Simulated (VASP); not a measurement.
All values below come from PBE GGA with D3 dispersion (zero damping), VASP's PBE PAW potentials (set 64) (plane waves; VASP 6.6.1).

The input files of a VASP run:

### POSCAR
```
CaF2
1
    0.0000000000     2.7434787767     2.7434787767
    2.7434787767     0.0000000000     2.7434787767
    2.7434787767     2.7434787767     0.0000000000
Ca F
1 2
Direct
  0.0000000000   0.0000000000   0.0000000000
  0.2500000000   0.2500000000   0.2500000000
  0.7500000000   0.7500000000   0.7500000000
```

**KPOINTS**
```
Automatic mesh
0
Gamma
8 8 8
0 0 0
```

INCAR:
```
ALGO = Normal
EDIFF = 1E-7
ENCUT = 520
GGA = PE
ISIF = 2
ISMEAR = -5
IVDW = 11
LASPH = T
LCHARG = T
LEFG = T
LORBIT = 11
LREAL = F
LWAVE = F
NEDOS = 601
NELM = 100
PREC = Accurate
SYSTEM = CaF2
```

POTCAR, in this order: Ca_sv F (PBE.64 set). Program: vasp_std.

Problem. What will the output report for the number of irreducible k-points (NKPTS), largest plane-wave count, number of space-group operations, FFT grid (NGX, NGY, NGZ)?

Solution. 
```json
{
  "number of irreducible k-points (NKPTS)": "29",
  "largest_plane_wave_count": "1139",
  "number_of_space_group_operations": "48",
  "FFT grid (NGX, NGY, NGZ)": "30 × 30 × 30"
}
```

The compound is CaF2 in the fluorite structure. It was relaxed first.
